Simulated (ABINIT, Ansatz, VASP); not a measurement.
## One structure in several programs: Hf (P6_3/mmc, 2 atoms in the cell)

Self-consistent single point.

```
Hf
1.0
    1.57857    -2.73417     0.00000
    1.57857     2.73417     0.00000
    0.00000     0.00000     4.99798
Hf
2
Direct
  0.33333   0.66667   0.25000
  0.66667   0.33333   0.75000
```

Shared settings, as Ansatz (a quantum-chemistry and plane-wave program) writes them: kpoints.mp_grid.grid = 8 8 5; scf.occupations.method = gaussian; scf.occupations.width = 0.0073 Ry. Potentials and cutoffs stand in the table.

| code | model | pressure (GPa) | cutoff |
|---|---|---|---|
| ABINIT | LDA (PW92), norm-conserving pseudopotentials (PseudoDojo nc-sr-04 LDA standard) | -4.98 | 789 eV |
| Ansatz | LDA (PW92), default PAW files made with PBE | -3.81 | default |
| VASP | LDA (PZ), VASP's LDA PAW potentials (set 64) | -4.02 | 300 eV |

On Ansatz's run: spin-orbit coupling is off.

The spread over the programs that give each value: pressure within 1.17 GPa.

Ansatz's pressure is given at a fixed set of plane waves, as the other plane-wave codes print theirs; with its correction for the finite basis it is -3.78 GPa. The same LDA comes in different parametrisations, which differ slightly.

VASP's run is marked for a possible Pulay error in its stress at this cutoff; no cutoff test was made.

The starting cell has typed, rounded lattice constants, without a prior relaxation at this level. Its lattice was rescaled by a random factor within 2.5 % of one.

Left out of this page: Quantum ESPRESSO, GPAW, CP2K, Elk, FLEUR and SIESTA (not drawn, or without a comparable value).

Keys are those of Ansatz 0.2.
